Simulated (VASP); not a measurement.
Input of a VASP 6.6.1 run:

The input INCAR:

```
AGGAC = 0.0
ALGO = Normal
EDIFF = 1E-6
EDIFFG = -0.02
ENCUT = 600
GGA = CX
IBRION = 2
ISIF = 3
ISMEAR = -1
LASPH = T
LCHARG = F
LREAL = F
LUSE_VDW = T
LWAVE = F
NELM = 80
NSW = 60
PREC = Accurate
SIGMA = 0.05
```

KPOINTS

```
k-points
0
Gamma
  3 3 7
```

The input POSCAR:

```
Be2Al5
1.0
    6.4105600000      0.0000000000      0.0000000000
    0.0000000000      6.4105600000      0.0000000000
    0.0000000000      0.0000000000      2.6880600000
Be Al
2 5
Direct
    0.5000000000      0.0000000000      0.0000000000
    0.0000000000      0.5000000000      0.0000000000
    0.7906600000      0.7906600000      0.5000000000
    0.2093400000      0.2093400000      0.5000000000
    0.2093400000      0.7906600000      0.5000000000
    0.7906600000      0.2093400000      0.5000000000
    0.5000000000      0.5000000000      0.5000000000
```

Potentials or basis: VASP PAW PBE potentials, release 64 (Be, Al).

The run is started by

```bash
$ cat potpaw_PBE.64/Be/POTCAR potpaw_PBE.64/Al/POTCAR > POTCAR
$ mpirun -np 1 vasp_std > vasp.out
```

(1) What does it give for the relaxed cell?

(2) What does it give for the space group after relaxing (to 0.05 Å)?

(3) What does it give for the relaxed volume?

Answers

(1) a = 6.363 Å, b = 6.363 Å, c = 2.737 Å, α = 90.00°, β = 90.00°, γ = 90.00°.

(2) P4/mmm (No. 123).

(3) 15.83 Å³/atom.

Caveat: the PAW data sets were made with another functional, which shifts forces and pressure a little.
